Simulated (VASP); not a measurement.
Crystal: TiCl2F.

```
Ti Cl F
1.0
     2.98877    0.00000    0.00000
     0.00000    4.45985    0.00000
     0.00000    0.00000    6.21538
Ti Cl F
1 2 1
Direct
  0.50000 0.50000 0.50000
  0.00000 0.00000 0.74174
  0.00000 0.00000 0.25826
  0.50000 0.00000 0.50000
```

The cell was built by a generator and needn't be a form met in nature.

| Quantity | Value |
| --- | --- |
| Program | VASP 6.6.1 |
| Task | relaxation of cell and atoms |
| Functional | PBE |
| Potentials or basis | VASP PAW PBE potentials, release 64 (Ti_sv, Cl, F) |
| Cutoff | 520 eV |
| k mesh | 5 × 4 × 3 |
| Occupations | gaussian, width 0.15 eV |
| Spin | no spin polarisation |

At the start: pressure 12.3 GPa; volume 20.71 Å³/atom.

Q: How do energy, volume and symmetry change on relaxing?

A: Over 14 steps the energy falls by 1336.7 meV/atom and the volume is 23.28 Å³/atom (+12.4 %); space group Pmmm (No. 47, to 0.05 Å).

Step by step:
```
step  energy change (eV)  largest force (eV/Å)  pressure (GPa)  volume (Å³)
   1              0.0000                4.8902           12.27        82.85
   2             -4.4496                0.1627           -5.99       100.57
   3             -4.9577                0.5806           -6.68       102.09
   4             -4.6937                0.9406            5.64        89.21
   5             -5.2014                0.7466           -2.57        96.55
   6             -5.2028                0.7494           -2.64        96.30
   7             -5.3155                0.3282           -0.31        91.11
   8             -5.3175                0.2117            0.45        90.03
   9             -5.3181                0.2327            0.35        90.23
  10             -5.3181                0.2479            0.31        90.35
  11             -5.3271                0.2043            0.51        90.63
  12             -5.3365                0.1395            1.04        91.29
  13             -5.3410                0.1265            0.91        91.75
  14             -5.3467                0.0337            0.02        93.13
```

Final structure:
```cif
data_structure
_symmetry_space_group_name_H-M 'P 1'
_symmetry_Int_Tables_number 1
_cell_length_a 3.5749
_cell_length_b 3.6514
_cell_length_c 7.1349
_cell_angle_alpha 90.000
_cell_angle_beta 90.000
_cell_angle_gamma 90.000
_cell_volume 93.13
loop_
_atom_site_label
_atom_site_type_symbol
_atom_site_fract_x
_atom_site_fract_y
_atom_site_fract_z
_atom_site_occupancy
Ti1 Ti 0.50000 0.50000 0.50000 1
Cl1 Cl 0.00000 0.00000 0.76784 1
Cl2 Cl 0.00000 0.00000 0.23216 1
F1 F 0.50000 0.00000 0.50000 1
```

Caveat: the k mesh is coarse (spacing up to 0.42 Å⁻¹), so the values aren't converged; this functional lacks dispersion, which binds the layers, so the pressure and a relaxed spacing across them are unreliable; an odd number of electrons without spin polarisation forces a metal; a magnetic or distorted state may lie lower; the relaxation stopped at a loose force limit of 0.08 eV/Å, so its end isn't a converged minimum.
